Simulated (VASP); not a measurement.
Crystal: Sn2GeO3.

```
Sn Ge O
1.0
     3.75000    0.00000    0.00000
     0.00000    3.75000    0.00000
     0.00000    0.00000   13.90000
Sn Ge O
4 2 6
Direct
  0.00000 0.50000 0.58800
  0.50000 0.00000 0.74600
  0.50000 0.00000 0.41200
  0.00000 0.50000 0.25400
  0.00000 0.50000 0.92100
  0.50000 0.00000 0.07900
  0.50000 0.50000 0.66670
  0.00000 0.00000 0.66670
  0.50000 0.50000 0.00000
  0.00000 0.00000 0.00000
  0.00000 0.00000 0.33330
  0.50000 0.50000 0.33330
```

The cell was built by a generator and needn't be a form met in nature.

- Program: VASP 6.6.1
- Task: relaxation of cell and atoms
- Functional: PBE
- Potentials or basis: VASP PAW PBE potentials, release 64 (Sn_d, Ge_d, O)
- Cutoff: 520 eV
- k mesh: 4 × 4 × 1
- Occupations: gaussian, width 0.15 eV
- Spin: no spin polarisation

At the start: pressure 5.7 GPa; volume 16.29 Å³/atom.

Question: Where does the relaxation end?

Answer: Over 14 steps the energy falls by 53.5 meV/atom and the volume is 17.60 Å³/atom (+8.0 %); space group P4/nmm (No. 129, to 0.05 Å).

The path:
```csv
step,energy change (eV),largest force (eV/Å),pressure (GPa),volume (Å³)
1,0.0000,1.9421,5.71,195.47
2,-0.3341,1.2441,-4.99,212.35
3,-0.4722,1.3531,-1.93,206.10
4,-0.6049,0.2455,-0.09,203.45
5,-0.6080,0.2574,0.46,203.01
6,-0.6078,0.2336,0.13,203.10
7,-0.6152,0.0769,0.42,203.57
8,-0.6183,0.0798,0.37,203.86
9,-0.6215,0.1782,0.89,204.43
10,-0.6244,0.1834,0.50,204.92
11,-0.6286,0.1792,0.55,205.77
12,-0.6345,0.1176,0.11,207.46
13,-0.6379,0.1313,-0.54,210.86
14,-0.6424,0.0737,-0.42,211.19
```

Final structure:
```
CELL_PARAMETERS angstrom
3.81035 0.00000 0.00000
0.00000 3.81035 0.00000
0.00000 0.00000 14.54598
ATOMIC_POSITIONS crystal
Sn 0.00000 0.50000 0.58799
Sn 0.50000 0.00000 0.75044
Sn 0.50000 0.00000 0.41201
Sn 0.00000 0.50000 0.24956
Ge 0.00000 0.50000 0.93278
Ge 0.50000 0.00000 0.06722
O 0.50000 0.50000 0.66894
O 0.00000 0.00000 0.66894
O 0.50000 0.50000 0.00000
O 0.00000 0.00000 0.00000
O 0.00000 0.00000 0.33106
O 0.50000 0.50000 0.33106
```

Caveat: the k mesh is coarse (spacing up to 0.45 Å⁻¹), so the values aren't converged.
